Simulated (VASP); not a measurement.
Method: revPBE GGA, VASP's PBE PAW potentials (set 64) (plane waves; VASP 6.6.1).

A VASP calculation is set up with these files.

File KPOINTS:
```
k-points along high-symmetry lines
10
Line-mode
Reciprocal
  0.000000   0.000000   0.000000 ! GAMMA
  0.000000   0.500000   0.000000 ! M

  0.000000   0.500000   0.000000 ! M
 -0.333333   0.666667   0.000000 ! K

 -0.333333   0.666667   0.000000 ! K
  0.000000   0.000000   0.000000 ! GAMMA

  0.000000   0.000000   0.000000 ! GAMMA
  0.000000   0.000000   0.500000 ! A

  0.000000   0.000000   0.500000 ! A
  0.000000   0.500000   0.500000 ! L

  0.000000   0.500000   0.500000 ! L
 -0.333333   0.666667   0.500000 ! H

 -0.333333   0.666667   0.500000 ! H
  0.000000   0.000000   0.500000 ! A

  0.000000   0.500000   0.500000 ! L
  0.000000   0.500000   0.000000 ! M

 -0.333333   0.666667   0.500000 ! H
 -0.333333   0.666667   0.000000 ! K
```

INCAR:
```
ISMEAR = 0   # Gaussian
NELM = 100   # most electronic steps
LWAVE = .FALSE.
ENCUT = 520
LCHARG = .FALSE.
ALGO = Normal   # blocked Davidson
SIGMA = 0.05   # width (eV)
LREAL = .FALSE.   # projection in real space or not
PREC = Accurate
LMAXMIX = 6   # l cut-off of mixed one-centre charges
LORBIT = 11   # lm-projected
GGA = RE   # revPBE
EDIFF = 1E-7   # SCF stop (eV)
LASPH = .TRUE.   # aspherical one-centre terms
ICHARG = 11
SYSTEM = WSe2
```

File POSCAR:
```
WSe2
1
    1.6702987055    -2.8930418812     0.0000000000
    1.6702987055     2.8930418812     0.0000000000
    0.0000000000     0.0000000000    17.5961842148
W Se
2 4
Direct
  0.3333330000   0.6666670000   0.2500000000
  0.6666670000   0.3333330000   0.7500000000
  0.3333330000   0.6666670000   0.8455581003
  0.6666670000   0.3333330000   0.3455581003
  0.6666670000   0.3333330000   0.1544418997
  0.3333330000   0.6666670000   0.6544418997
```

POTCAR, in this order: W_sv Se (PBE.64 set). Program: vasp_std. Read from the step before: CHGCAR.

The resulting files:

OSZICAR:
```
       N       E                     dE             d eps       ncg     rms          rms(c)
DAV:   1     0.491230487266E+03    0.49123E+03   -0.28219E+04  6572   0.154E+03
DAV:   2    -0.771744626102E+01   -0.49895E+03   -0.48775E+03  6998   0.386E+02
DAV:   3    -0.389463125114E+02   -0.31229E+02   -0.30772E+02  6862   0.883E+01
DAV:   4    -0.400197431046E+02   -0.10734E+01   -0.10699E+01  7364   0.161E+01
DAV:   5    -0.400437299577E+02   -0.23987E-01   -0.23977E-01  7192   0.251E+00
DAV:   6    -0.400445248232E+02   -0.79487E-03   -0.79462E-03  7472   0.452E-01
DAV:   7    -0.400445520652E+02   -0.27242E-04   -0.27240E-04  7379   0.839E-02
DAV:   8    -0.400445528748E+02   -0.80964E-06   -0.80955E-06  7272   0.157E-02
DAV:   9    -0.400445529090E+02   -0.34169E-07   -0.34109E-07  5614   0.341E-03
   1 F= -.40044553E+02 E0= -.40044553E+02  d E =-.167553E-18
```

**OUTCAR**
```
 val. band max:        2.9083122237   @ k =  -0.3333   0.6667   0.0000

 cond. band min:       4.3992936020   @ k =  -0.3333   0.6667   0.1667



 k-point     1 :       0.0000    0.0000    0.0000
  band No.  band energies     occupation
      1     -71.2411      2.00000
      2     -71.2410      2.00000
      3     -35.4391      2.00000
      4     -35.4391      2.00000
      5     -35.3556      2.00000
      6     -35.3556      2.00000
      7     -35.3556      2.00000
      8     -35.3556      2.00000
      9     -11.6960      2.00000
     10     -11.6940      2.00000
     11     -10.4872      2.00000
     12     -10.4833      2.00000
     13      -3.1671      2.00000
     14      -3.1308      2.00000
     15       0.5695      2.00000
     16       0.5695      2.00000
     17       0.5696      2.00000
     18       0.5696      2.00000
     19       0.7108      2.00000
     20       0.9046      2.00000
     21       1.6491      2.00000
     22       1.6491      2.00000
     23       1.6493      2.00000
     24       1.6494      2.00000
     25       2.5512      2.00000
     26       2.6931      2.00000
     27       5.7342      0.00000
     28       5.7356      0.00000
     29       5.7397      0.00000
     30       5.7568      0.00000
     31       5.8948      0.00000

 k-point     2 :       0.0000    0.0556    0.0000
  band No.  band energies     occupation
      1     -71.2408      2.00000
      2     -71.2408      2.00000
      3     -35.4380      2.00000
      4     -35.4380      2.00000
      5     -35.3615      2.00000
      6     -35.3615      2.00000
      7     -35.3570      2.00000
      8     -35.3570      2.00000
      9     -11.6523      2.00000
     10     -11.6503      2.00000
     11     -10.4652      2.00000
     12     -10.4613      2.00000
     13      -3.1100      2.00000
     14      -3.0737      2.00000
     15       0.4287      2.00000
     16       0.4288      2.00000
     17       0.6086      2.00000
     18       0.6118      2.00000
...
```

The density is held fixed in this step, so its total energy and stress have no physical meaning. Without a dispersion term in the relaxation, distances and binding between the weakly bound layers, chains or molecules are unreliable, and so is what depends on them. Unless said otherwise, spin-orbit coupling is left out, though it shifts the bands of the heavy elements here.

The compound is WSe2 in the 2H layered structure. It was relaxed first, which changed the volume by +41 %.
